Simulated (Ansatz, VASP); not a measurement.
**Hf2Zr (Hf2Zr in the C11b ordering): VASP beside Ansatz**

One calculation is typed for both programs; each brings its own data sets. How far apart do they land? The cell is generated by rule, not measured, and may not be a known phase. Of the first pair: The cell is taken from a series of runs on this material, whose earlier steps may have relaxed, scaled, displaced or heated it; both programs get it as it stands.

Program: Ansatz 0.2.0. Level of theory: plane waves, with VASP 6.6.1 beside it; relaxation of cell and atoms at PBEsol. Results are calculated unless marked as measured.

### 1. Set-up

It takes space group I4/mmm (No. 139, tetragonal). The conventional cell has a = 3.133 Å, b = 3.133 Å, c = 13.328 Å, α = 90.00°, β = 90.00°, γ = 90.00°. Nearest to Zr lie 4 Zr at 3.13 Å and 8 Hf at 3.16 Å. Hf has 8 Hf at 3.09 to 3.13 Å and 4 Zr at 3.16 Å nearest. Farther neighbours are not listed.

Structure file:

```
Zr Hf
1.0
     3.13317    0.00000    0.00000
     0.00000    3.13317    0.00000
     1.56659    1.56659    6.66380
Zr Hf
1 2
Cartesian
  0.0000 0.0000 0.0000
  3.1332 3.1332 4.4072
  1.5666 1.5666 2.2566
```

### 2. VASP: relaxation of cell and atoms, PBEsol, pair 1

The relaxed volume is the usual yardstick between codes: in a stiff, nearly cubic crystal its relative difference is about their pressure difference at one cell divided by the bulk modulus.

Lines of VASP's logs that name or quote its potential files are left out, and so is its time.

File INCAR:

```
SYSTEM = Hf2Zr
PREC = Accurate
ENCUT = 500
EDIFF = 1E-07
NELM = 120
ISMEAR = 1
SIGMA = 0.2
LREAL = .FALSE.
ALGO = Normal
GGA = PS
NBANDS = 22
LASPH = .TRUE.
LORBIT = 11
LWAVE = .FALSE.
LCHARG = .FALSE.
ISIF = 3
IBRION = 2
NSW = 80
EDIFFG = -0.005
GGA_COMPAT = .FALSE.
NELMIN = 4
KPAR = 2
```

File POSCAR:

```
Hf2Zr
1.0
    3.1331690000      0.0000000000     -0.0000010000
    0.0000000000      3.1331690000     -0.0000010000
    1.5665880000      1.5665880000      6.6637950000
Zr Hf
1 2
Direct
    0.0000000000      0.0000000000      0.0000000000
    0.6693159320      0.6693159320      0.6613679350
    0.3306841430      0.3306841430      0.3386319149
```

File KPOINTS:

```
Automatic mesh
0
Gamma
10 10 10
0 0 0
```

Potentials, in the order of the species: Zr_sv and Hf_pv (PBE family, release 64).

On the command line:

```sh
> mpirun -np 2 vasp_std
```

Numbers of over 12 decimals in the logs are rounded to 6 here.

Output:

```text
[banner, memory and clock lines left out]
running    2 mpi-ranks, on    1 nodes
 distrk:  each k-point on    1 cores,    2 groups
 distr:  one band on    1 cores,    1 groups

 POSCAR found type information on POSCAR ZrHf
 POSCAR found :  2 types and       3 ions
|                                                                             |
|               ----> ADVICE to this user running VASP <----                  |
|                                                                             |
|     You enforced a specific xc type in the INCAR file but a different       |
|     [... a line on the potential file left out ...]
|     I HOPE YOU KNOW WHAT YOU ARE DOING!                                     |
|                                                                             |

 LDA part: xc-table for (Slater+PW92), standard interpolation
 POSCAR, INCAR and KPOINTS ok, starting setup
 FFT: planning ... GRIDC
 FFT: planning ... GRID_SOFT
 FFT: planning ... GRID
 WAVECAR not read
 entering main loop
       N       E                     dE             d eps       ncg     rms          rms(c)
DAV:   1     0.172067382472E+03    0.17207E+03   -0.17325E+04  4488   0.139E+03
DAV:   2    -0.208676884663E+02   -0.19294E+03   -0.18553E+03  5136   0.351E+02
DAV:   3    -0.307622390233E+02   -0.98946E+01   -0.92971E+01  8050   0.528E+01
DAV:   4    -0.310189076543E+02   -0.25667E+00   -0.25529E+00  5526   0.736E+00
DAV:   5    -0.310267426996E+02   -0.78350E-02   -0.78327E-02  6700   0.119E+00    0.681E+01
DAV:   6    -0.302001789063E+02    0.82656E+00   -0.12866E+00  5436   0.718E+00    0.370E+01
DAV:   7    -0.301857078051E+02    0.14471E-01   -0.23540E+00  6332   0.762E+00    0.941E+00
DAV:   8    -0.299349516579E+02    0.25076E+00   -0.85414E-01  5726   0.395E+00    0.309E+00
DAV:   9    -0.299316838047E+02    0.32679E-02   -0.68346E-02  5634   0.166E+00    0.232E+00
DAV:  10    -0.299304861870E+02    0.11976E-02   -0.57644E-03  6430   0.462E-01    0.260E-01
DAV:  11    -0.299304765305E+02    0.96566E-05   -0.28068E-04  5784   0.113E-01    0.167E-01
DAV:  12    -0.299304680761E+02    0.84544E-05   -0.13017E-05  6100   0.258E-02    0.163E-02
DAV:  13    -0.299304688538E+02   -0.77768E-06   -0.11743E-06  6298   0.720E-03    0.174E-02
DAV:  14    -0.299304684024E+02    0.45136E-06   -0.19953E-07  4116   0.332E-03    0.210E-03
DAV:  15    -0.299304683912E+02    0.11224E-07   -0.30066E-08  3318   0.134E-03
   1 F= -.29930468E+02 E0= -.29932192E+02  d E =-.299305E+02
[...]
2 F= -.29930473E+02 E0= -.29932148E+02  d E =-.436984E-05
[...]
3 F= -.29930705E+02 E0= -.29932406E+02  d E =-.236322E-03
 curvature:  -0.25 expect dE=-0.883E-05 dE for cont linesearch -0.201E-08
 trial: gam= 0.04067 g(F)=  0.824E-05 g(S)=  0.271E-04 ort =-0.275E-05 (trialstep = 0.901E+00)
 search vector abs. value=  0.366E-04
 bond charge predicted
       N       E                     dE             d eps       ncg     rms          rms(c)
DAV:   1    -0.299307649204E+02   -0.60215E-04   -0.50319E-03  4506   0.533E-01    0.576E-02
DAV:   2    -0.299307405721E+02    0.24348E-04   -0.13923E-04  5290   0.804E-02    0.223E-02
DAV:   3    -0.299307316441E+02    0.89279E-05   -0.16529E-05  5718   0.261E-02    0.187E-02
DAV:   4    -0.299307293509E+02    0.22932E-05   -0.57327E-06  5794   0.127E-02    0.101E-02
DAV:   5    -0.299307285386E+02    0.81233E-06   -0.15577E-06  5752   0.858E-03    0.446E-03
DAV:   6    -0.299307284617E+02    0.76962E-07   -0.18055E-07  3864   0.265E-03
   4 F= -.29930728E+02 E0= -.29932439E+02  d E =-.237481E-04
 trial-energy change:   -0.000024  1 .order   -0.000024   -0.000032   -0.000015
 step:   1.7594(harm=  1.7594)  dis= 0.00085  next Energy=   -29.930736 (dE=-0.310E-04)
 reached required accuracy - stopping structural energy minimisation
```

From OUTCAR (step 2):

```text
ion  position               nearest neighbor table
   1  0.000  0.000  0.000-   3 3.16   2 3.16   3 3.16   3 3.16   2 3.16   2 3.16   3 3.16   2 3.16

  LATTYP: Found a body centered tetragonal cell.
 ALAT       =     3.1331690000
 C/A-ratio  =     4.2537099020

 Subroutine GETGRP returns: Found 16 space group operations
 (whereof 16 operations were pure point group operations)

The static configuration has the point symmetry D_4h.

 Found    102 irreducible k-points:

   k-points           NKPTS =    102   k-points in BZ     NKDIM =    102   number of bands    NBANDS=     22

   dimension x,y,z NGX =    24 NGY =   24 NGZ =   54
   dimension x,y,z NGXF=    48 NGYF=   48 NGZF=  108

   ENCUT  =  500.0 eV  36.75 Ry    6.06 a.u.   5.71  5.71 12.80*2*pi/ulx,y,z

   NELECT =      32.0000    total number of electrons

 k-points in reciprocal lattice and weights: Automatic mesh
   0.00000000  0.00000000  0.00000000       0.001
   0.10000000 -0.00000000 -0.00000000       0.008
   0.20000000 -0.00000000 -0.00000000       0.008
   0.30000000  0.00000000  0.00000000       0.008
   0.40000000 -0.00000000 -0.00000000       0.008
   0.50000000 -0.00000000  0.00000000       0.004
   0.10000000  0.10000000 -0.00000000       0.008
   0.20000000  0.10000000 -0.00000000       0.016
   0.30000000  0.10000000  0.00000000       0.016
[...]
-0.10000000 -0.10000000  0.40000000       0.004
   0.00000000  0.00000000  0.50000000       0.001

 average (electrostatic) potential at core
       1 -76.5944       2 -35.2791       3 -35.2792

 E-fermi :   6.3684

 k-point     1 :       0.0000    0.0000    0.0000
  band No.  band energies     occupation
    ...
     11      -0.5076      2.00000
     12       2.7957      2.00000
     13       3.2178      2.00000
     14       4.6708      2.00000
     15       4.7530      2.00000
     16       7.4000     -0.00000
     17       7.6329     -0.00000
     18       7.6329     -0.00000
     19       7.6424     -0.00000
     20       7.6926     -0.00000
    ...

 k-point     2 :       0.1000   -0.0000   -0.0000
  band No.  band energies     occupation
    ...
     11      -0.2571      2.00000
     12       2.9412      2.00000
     13       3.4076      2.00000
     14       4.7173      2.00000
     15       4.9693      2.00000
     16       7.0745     -0.00001
     17       7.3924     -0.00000
     18       7.4206     -0.00000
     19       7.7457     -0.00000
     20       7.7794     -0.00000
    ...

 k-point     3 :       0.2000   -0.0000   -0.0000
  band No.  band energies     occupation
    ...
     11       0.4431      2.00000
     12       3.1848      2.00000
     13       3.8255      2.00000
     14       5.0013      2.00000
     15       5.4434      2.00000
     16       6.6704     -0.05439
     17       6.9087     -0.00090
     18       6.9771     -0.00015
     19       8.0085     -0.00000
     20       8.0467     -0.00000
    ...

  Total        0.0128104      0.0128104     -0.0119898     -0.0000000     -0.0000000     -0.0000000
  in kB        0.3147295      0.3147295     -0.2945689     -0.0000000     -0.0000003     -0.0000003
  external PRESSURE =       0.1116300 kB  Pullay stress =       0.0000000 kB

  energy-cutoff  :      500.00
  volume of cell :       65.21
      direct lattice vectors                 reciprocal lattice vectors
     3.131239083 -0.000000000 -0.000001001     0.319362367 -0.000000024 -0.075173829
    -0.000000000  3.131239083 -0.000001001    -0.000000024  0.319362367 -0.075173829
     1.565623034  1.565623034  6.651264804     0.000000048  0.000000048  0.150347322

 POSITION                                       TOTAL-FORCE (eV/Angst)
 -----------------------------------------------------------------------------------
      0.00000      0.00000      0.00000        -0.000000      0.000000     -0.000000
      3.13124      3.13124      4.39806        -0.000000     -0.000000     -0.003437
      1.56562      1.56562      2.25320         0.000000      0.000000      0.003437
 -----------------------------------------------------------------------------------
    total drift:                                0.000000      0.000000      0.000245

  FREE ENERGIE OF THE ION-ELECTRON SYSTEM (eV)
  ---------------------------------------------------
  free  energy   TOTEN  =       -29.9307284617 eV

  energy  without entropy=      -29.9358592838  energy(sigma->0) =      -29.93243874

 reached required accuracy - stopping structural energy minimisation

 total charge
# of ion       s       p       d       tot
------------------------------------------
    1        2.232   5.954   1.714   9.900
    2        0.403   6.394   1.608   8.406
    3        0.403   6.394   1.608   8.406
--------------------------------------------------
tot          3.039  18.743   4.931  26.712

[... 3 further parts left out ...]
```

Harder data sets than Hf_pv exist (the GW ones), and pressures, volumes and forces can shift noticeably with them. The run keeps the 16 symmetry operations of its start, so it cannot find a distortion of lower symmetry.

### 3. Ansatz: relaxation of cell and atoms, PBEsol, pair 1

Ansatz runs on its default PAW (the set named soft_2) files.

The same cell, functional, mesh and smearing now go to Ansatz, which takes its cutoff from its data sets.

File input.yaml:

```yaml
crystal:
  lattice:
    - [3.1331690847, 0.0, -1.4635e-06]
    - [0.0, 3.1331690847, -1.4635e-06]
    - [1.566587655, 1.566587655, 6.6637951772]
  atoms:
    - { symbol: Zr, position: [0.0, 0.0, 0.0] }
    - { symbol: Hf, position: [0.6693159941, 0.6693159941, 0.6613680119] }
    - { symbol: Hf, position: [0.3306840059, 0.3306840059, 0.3386319881] }
kpoints:
  mp_grid: { grid: [10, 10, 10] }
hamiltonian:
  xc: pbesol
scf:
  occupations: { method: methfessel_paxton, width: 0.2 }
output:
  forces: true
  stress: true
  eigenvalues: true
relax:
  adjacent_minimum: "off"
  f_tol: 0.001
  max_steps: 60
  cell: { stress_tol: 0.01 }
```

On the command line:

```sh
> ansatz run input.yaml --threads 4 --pin off --max-ram 8192MiB --backend cpu --events-out ev --progress --plain --runs-dir out
```

Output:

```text
Engine: ansatz 0.2.0, x86_64-unknown-linux-gnu
Pseudopotentials: kind: paw
Pseudopotential: Zr, paw, valence charge 12, recommended cutoff 420 eV (normal), Zr.paw.azcp
Pseudopotential: Hf, paw, valence charge 26, recommended cutoff 420 eV (normal), Hf.paw.azcp
Functional definition: PBEsol
  exchange = pbesol_x
  correlation = pbesol_c
Crystal: 3 atoms, lattice volume = 65.417 Å³
Basis set: ecut = 420 eV, 1275 PW (Γ), exchange–correlation on 48×48×96 points (8 copies of the dense FFT grid, shifted against one another)
Bands: 39, of which v1, the nominal top of the filled ones, is band 32 counted from 1 (31 counted from 0)
Symmetry: 16 space group operations
Space group: I4/mmm (ITA 139), of the structure as read, at distance tolerance 4.0e-5 Å
k-points: 102 of 1000
Non-local potential: Zr, projectors of the file, l = 0: 3, l = 1: 2, l = 2: 2, l = 3: 2
Non-local potential: Hf, projectors of the file, l = 0: 3, l = 1: 2, l = 2: 2, l = 3: 3
PAW form: soft (Blöchl's): semilocal exchange-correlation on the pseudo side does not see the compensation charge
PAW frozen core: Zr, regenerated for the run's functional, and the local potential with it (the file was generated under x = pbe(κ = 0.804, μ = 0.219515), c = pbe(β = 0.066725))
PAW frozen core: Hf, regenerated for the run's functional, and the local potential with it (the file was generated under x = pbe(κ = 0.804, μ = 0.219515), c = pbe(β = 0.066725))
PAW one-centre angular grid: Zr, 590 points (default); XC on 64 Gauss nodes
PAW one-centre angular grid: Hf, 590 points (default); XC on 64 Gauss nodes
Initial density: superposition of atomic densities (neutral atoms: chi_scale 0, normalization atom), corrected by the library's trained network
Initial wavefunctions: pseudopotential atomic-orbital guess
Functional: x = pbesol(κ = 0.804, μ = 0.123457), c = pbesol(β = 0.046)
SCF iter   1: F=—  HF=-35324.527558 eV  |F-HF|=—  |Δ(HF+E_count)|=         —  Δρ=2.90e-3  dr2=4.54e-3  ethr=1.77e-3  ⟨swp⟩=3.9  Hψ=11935  notcnv=0
preconditioner: auto → Kerker (q_TF=auto, 2.718 Å⁻¹)  [metal: Δε(μ)=0.006 eV  Ē_g=16.996 eV  σ=0.200 eV  W_gap=0.03  n_scr=20 (ndim 8)  ℏωp=35.0 eV  f_vac=0.000  D(μ)=3.86/eV (n_scr^D=42)]
SCF iter   2: F=—  HF=-35324.528279 eV  |F-HF|=—  |Δ(HF+E_count)|=   7.21e-4  S|Δr|=    0.00e0  Δρ=1.72e-3  dr2=1.58e-3  ethr=7.09e-6  ⟨swp⟩=3.0  Hψ=7982  notcnv=0
SCF iter   3: F=—  HF=-35324.528512 eV  |F-HF|=—  |Δ(HF+E_count)|=   2.33e-4  S|Δr|=    0.00e0  Δρ=5.38e-4  dr2=1.97e-4  ethr=2.47e-6  ⟨swp⟩=2.0  Hψ=5707  notcnv=0
SCF iter   4: F=—  HF=-35324.528378 eV  |F-HF|=—  |Δ(HF+E_count)|=   1.34e-4  S|Δr|=    0.00e0  Δρ=1.60e-4  dr2=1.90e-5  ethr=3.08e-7  ⟨swp⟩=2.0  Hψ=7136  notcnv=0
SCF iter   5: F=—  HF=-35324.528371 eV  |F-HF|=—  |Δ(HF+E_count)|=   6.23e-6  S|Δr|=    0.00e0  Δρ=4.90e-5  dr2=1.15e-6  ethr=2.97e-8  ⟨swp⟩=2.9  Hψ=7440  notcnv=0
SCF iter   6: F=-35324.528372 eV  HF=-35324.528372 eV  |F-HF|=2.24e-8  |Δ(HF+E_count)|=   1.85e-7  S|Δr|=    0.00e0  Δρ=1.09e-5  dr2=7.37e-8  ethr=1.56e-10  ⟨swp⟩=5.1  Hψ=17666  notcnv=0
SCF 1 converged in 6 iterations: F = -35324.528372 eV  dr2 = 7.37e-8
  greatest PAW one-centre occupation: 0.998 electrons in one spin orbital (limit 2), on the Hf atom at site 2 (counted from 0), in its partial waves of l = 0
relax step   1: F+E_penalty+E_count = -35324.52837166 eV  Δ(F+E_penalty+E_count) = +0.000e0 eV  max|allowed force component| = 4.105e-3 eV/Å  Δτ_max = 0.0000 Å  P = -0.072 GPa  Ω = 65.417 Å³  (6 SCF iters, dr2 threshold 1.00e-7 eV, accepted)
[...]
relax step   2: F+E_penalty+E_count = -35324.52844193 eV  Δ(F+E_penalty+E_count) = -7.027e-5 eV  max|allowed force component| = 1.062e-3 eV/Å  Δτ_max = 0.0010 Å  P = +0.103 GPa  Ω = 65.308 Å³  energy of the carried Pulay correction = +2.318e-5 eV  (5 SCF iters, dr2 threshold 7.45e-8 eV, accepted)
[...]
relax step   3: F+E_penalty+E_count = -35324.52845080 eV  Δ(F+E_penalty+E_count) = -8.870e-6 eV  max|allowed force component| = 3.101e-4 eV/Å  Δτ_max = 0.0001 Å  P = +0.001 GPa  Ω = 65.371 Å³  energy of the carried Pulay correction = +9.845e-6 eV  (4 SCF iters, dr2 threshold 3.11e-8 eV, accepted)
[...]
relax step   4: F+E_penalty+E_count = -35324.52844097 eV  Δ(F+E_penalty+E_count) = +9.834e-6 eV  max|allowed force component| = 2.880e-4 eV/Å  Δτ_max = 0.0000 Å  P = +0.001 GPa  Ω = 65.371 Å³  stress off target by 2.30e-3 GPa  SCF on the basis re-selected at this cell (its energy is not comparable with the rows above)  (6 SCF iters)
basis re-selected at this cell: Δ(F+E_penalty+E_count) = +9.834e-6 eV, ΔP = +0.000 GPa vs the last step (what re-selecting the basis moved, of the pressure what is left beyond the Pulay correction that the steps carried, after the strain that the cell walked since its last selection, with what the two solves' SCF thresholds leave and, on support functions, any second-order correction that the steps lacked; it is no m [...]
SCF converged after 6 iterations
Stability not checked: this state was not tested for a lower state beside it, because cold or Methfessel-Paxton smearing, or corrected tetrahedra, fill the levels in a way that the test cannot read (fill_not_monotonic; see scf.lower_state_search)
Free energy (F): -35324.528441 eV
Harris-Foulkes:  -35324.528441 eV  (|F-HF|=1.46e-11)
Internal energy: -35324.533628 eV  (E = F + TS)
E sigma→0 (E₀):  -35324.529738 eV
Entropy (-TS):   0.005187 eV (1.729 meV/atom)
Fermi energy:    18.386309 eV
--- Per-component energies (eV) ---
  E_band       = -34.105166
  E_kinetic    = 1185.690830
  E_local      = -12108.871220  (includes V_loc(G=0)·N_el)
  E_nonlocal   = -2394.728255
  E_hartree    = 5626.453737
  E_xc         = -756.950215
  E_vxc        = -723.568809  (∫ρ·V_xc dr)
  E_paw        = -16515.612048  (= ΣΔE_a)
  E_vpaw       = 2754.464807  (= ΣTr[D̂ρ^β])
  E_aug_tail   = 0.000022  (compensation charges beyond the density's cutoff)
  E_ewald      = -10363.184382
  E_core_change = 2.667904  (= ΣΔE_core)
  E_smearing   = 0.005187  (= −TS)
  E_closure    = -0.000000  (closes the sum)
  Σ components = -35324.528441   (vs F -35324.528441, Δ=0.00e0)
--- Forces (eV/Å), atoms counted from 1 ---
  atom   1  Zr     0.00000000    -0.00000000     0.00000000
  atom   2  Hf     0.00000000     0.00000000     0.00028800
  atom   3  Hf    -0.00000000    -0.00000000    -0.00028800
  max |Σ_I F_I| component: 0.00e0 eV/Å
--- Stress (GPa, compression-positive) ---
        0.002302       0.000000      -0.000000
        0.000000       0.002302      -0.000000
       -0.000000      -0.000000      -0.000643
  P = ⅓ Tr σ = 0.0013 GPa (0.013 kbar)
--- Band table (eV; the first three rows and the last of 102) ---
  k-point 0: bands = [... 28 lower, 15.2402, 16.6958, 16.7761, 19.4314, 19.6335, 19.6335, 19.6576, 19.7166, ... 3 higher]
  k-point 1: bands = [... 28 lower, 15.2405, 16.5031, 17.0123, 19.4409, 19.5946, 19.6649, 19.6649, 19.9205, ... 3 higher]
  k-point 2: bands = [... 28 lower, 15.2131, 16.3224, 17.3216, 19.4158, 19.5923, 19.7587, 19.7587, 20.3387, ... 3 higher]
  k-point 101: bands = [... 28 lower, 16.2347, 16.4123, 16.4854, 17.7556, 18.2172, 20.3554, 20.8202, 20.9628, ... 3 higher]
--- Relaxed structure (3 steps of the walk, 3 accepted, 1 SCFs on fresh bases) ---
  F+E_penalty+E_count = -35324.52844097 eV   max|allowed force component| = 2.880e-4 eV/Å   (the final SCF, on the basis selected at the relaxed cell)
  cell:  # Å, volume = 65.3706 Å³
    - [3.135180, -3.4201903297331694e-13, -1.4644387621556674e-6]
    - [-3.420190329734469e-13, 3.135180, -1.4644387621559457e-6]
    - [1.567593, 1.567593, 6.650542]
  atoms:
    - { symbol: Zr, position: [0, 0, 0] }
    - { symbol: Hf, position: [0.669235, 0.669235, 0.661530] }
    - { symbol: Hf, position: [0.330765, 0.330765, 0.338470] }
```

In the SCF lines HF is the Harris–Foulkes energy and dr2 the Hartree energy of the density residual, in eV; the loop may stop once dr2 is under the threshold and the program's other checks hold. Hψ counts applications of the Hamiltonian.

### 4. Differences

Known differences besides the potentials themselves: the data sets hold 64 valence electrons in Ansatz (on its default PAW (the set named soft_2) files) and 32 in VASP; the cutoff is 420 eV in Ansatz and 500 eV in VASP; Ansatz makes its cores anew for this functional, VASP keeps those of its PBE data sets; Ansatz adds a Pulay correction to the stress that steers its cell, VASP none. Total energies have different zeros and are not compared.

Compared:

```
                                         quantity  Ansatz   VASP  difference
                                      volume (Å³)   65.37  65.21     +0.24 %
edge a after relaxation, in the typed setting (Å)   3.135  3.131     +0.13 %
edge c after relaxation, in the typed setting (Å)   7.010  7.010     +0.00 %
```

(Continued in part 2 of 2.)

[Lines on the potential files, build, host, timing and source positions are cut from VASP's logs without a mark.]

[Logs are printed without paths, hosts, clocks, repeated set-up lines and the standing remarks that a program may print on its own settings, such as how far it seeks lower states.]

[Hosts, paths, dates, database ids (printed as entryN), source tags and the programs' standing remarks are cut or masked in the printed files.]
